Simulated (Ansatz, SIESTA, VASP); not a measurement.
**YTi₂Ga₄ (P1, 7 atoms in the cell) computed with different codes at matched settings**

Self-consistent single point, at a second geometry (atoms moved at random). First geometry:

```xyz
7
Lattice="-3.3929 3.3929 2.7405 3.3929 -3.3929 2.7405 3.3929 3.3929 -2.7405" Properties=species:S:1:pos:R:3 pbc="T T T"
Y      0.0000     0.0000     0.0000
Ti     0.0000     3.3929     1.3702
Ti     3.3929     0.0000     1.3702
Ga     1.3335    -1.3335     2.7405
Ga    -1.3335     1.3335     2.7405
Ga     1.3335     1.3335     2.7405
Ga     2.0594     2.0594     0.0000
```

Second geometry:
```
Y(TiGa2)2
1.0
   -3.39292     3.39292     2.74046
    3.39292    -3.39292     2.74046
    3.39292     3.39292    -2.74046
Y Ti Ga
1 2 4
Direct
  0.00365   0.99975   0.99290
  0.75565   0.24884   0.50023
  0.25620   0.75517   0.50503
  0.31185   0.69442   0.00652
  0.69430   0.30612   0.99856
  0.67968   0.69332   0.39269
  0.29868   0.30237   0.60407
```

Shared settings, as Ansatz (a program for electronic structure) writes them: kpoints.mp_grid.grid = 5 5 5; scf.occupations.method = gaussian; scf.occupations.width = 0.136 eV. Potentials and cutoffs stand in the table.

```tsv
code	model	ΔF from the first geometry (meV/atom)	pressure (GPa)	largest force (eV/Å)	cutoff
Ansatz	PBEsol, PAW files made with PBE	8.3	-4.69	0.696	default
SIESTA	GGA PBEsol, numerical atomic orbitals DZP, PseudoDojo PBEsol standard norm-conserving potentials (rewritten from UPF to PSML)	10.2	-6.13	0.788	grid 350 Ry
VASP	PBEsol, VASP's PBE PAW potentials (set 64)	8.3	-4.77	0.701	300 eV
```

Size of the force on each atom (eV/Å): Sizes of forces hide their directions.

| code | Y1 | Ti2 | Ti3 | Ga4 | Ga5 | Ga6 | Ga7 |
|---|---|---|---|---|---|---|---|
| Ansatz | 0.238 | 0.324 | 0.340 | 0.480 | 0.217 | 0.696 | 0.210 |
| SIESTA | 0.244 | 0.353 | 0.375 | 0.624 | 0.355 | 0.788 | 0.337 |
| VASP | 0.239 | 0.326 | 0.344 | 0.480 | 0.216 | 0.701 | 0.211 |

On Ansatz's run: spin polarisation is off.

The spread over the programs that give each value: ΔF from the first geometry within 1.9 meV/atom; pressure within 1.44 GPa; largest force within 0.092 eV/Å.

SIESTA uses small atom-centred bases, whose incompleteness enters pressures, forces and empty levels differently from a plane-wave cutoff. Ansatz's pressure is given at a fixed set of plane waves, as the other plane-wave codes print theirs; with its correction for the finite basis it is -4.66 GPa. In the pressure, SIESTA (by 1.40) lies more than 1 GPa from the median of the plane-wave programs. In the force vectors, SIESTA (by 0.189) lies more than 0.08 eV/Å from the median of the plane-wave programs.

VASP's run is marked for a possible Pulay error in its stress at this cutoff; no cutoff test was made.

The starting cell comes from a database of computed structures (which also holds hypothetical and non-ambient phases and stackings), without a prior relaxation at this level. Its lattice was rescaled by a random factor within 2.5 % of one. For this run, on top of that: atoms moved at random.

Left out of this page: CP2K (unsound by tests on forces, stress, charge or solver warnings).

Keys are those of Ansatz 0.2.
